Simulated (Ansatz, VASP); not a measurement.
# One calculation of Pt3Rh, two programs

```
Rh Pt
1.0
     3.90987    0.00000    0.00000
     0.00000    3.90987    0.00000
     0.00000    0.00000    3.90987
Rh Pt
1 3
Direct
  0.50000 0.50000 0.50000
  0.50000 0.00000 0.00000
  0.00000 0.50000 0.00000
  0.00000 0.00000 0.50000
```

The cell comes from a database or a generator and needn't be the stable form of this composition.

Alike in both runs: task single point; functional LDA; k mesh 6 × 6 × 6; occupations methfessel-paxton of order 1, width 0.15 eV; no spin polarisation.

```csv
,VASP,Ansatz
version,VASP 6.6.1,Ansatz 0.2.0
potentials or method,"VASP PAW LDA potentials, release 64 (Rh_pv, Pt)","plane waves, PAW"
plane-wave cutoff (eV),520,420
valence electrons in the cell,45,71
```

Ansatz gave:

| Property | Result |
| --- | --- |
| pressure (GPa) | -10.9 |

**Question.** What did VASP give for the same quantities?

**Answer.** Pressure (GPa): -10.2.

The two sets of potentials don't hold the same shells in valence.

Spin-orbit coupling is left out, which matters for the levels of Pt.
